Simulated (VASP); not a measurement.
Input:

```xyz
2
Lattice="0.0000 2.4437 2.4437 2.4437 0.0000 2.4437 2.4437 2.4437 0.0000" Properties=species:S:1:pos:R:3 pbc="T T T"
Zr     0.0000     0.0000     0.0000
C      2.4437     2.4437     2.4437
```

Level of theory: vdW-DF2, VASP's PBE PAW potentials (set 64) (plane waves; VASP). Run with 520 eV cut-off, 13×13×13 Γ-centred mesh, first-order Methfessel-Paxton smearing of 0.10 eV, potentials Zr_sv C.

Problem. What does the run give for the energy per atom (σ→0), pressure, band gap (on the k-mesh) with the smallest direct gap where there is one?

Solution. 
| Quantity | Result |
|---|---|
| band gap (on the k-mesh) | none (metal, semimetal or under 0.01 eV) |
| energy per atom (σ→0) | -7.185 eV/atom |
| pressure | -10.32 GPa |

Total energies compare only between runs with the same potentials, cut-off and functional.

The compound is ZrC in the rock salt structure. This cell is one point of a volume scan, at 1.06 of the reference volume.
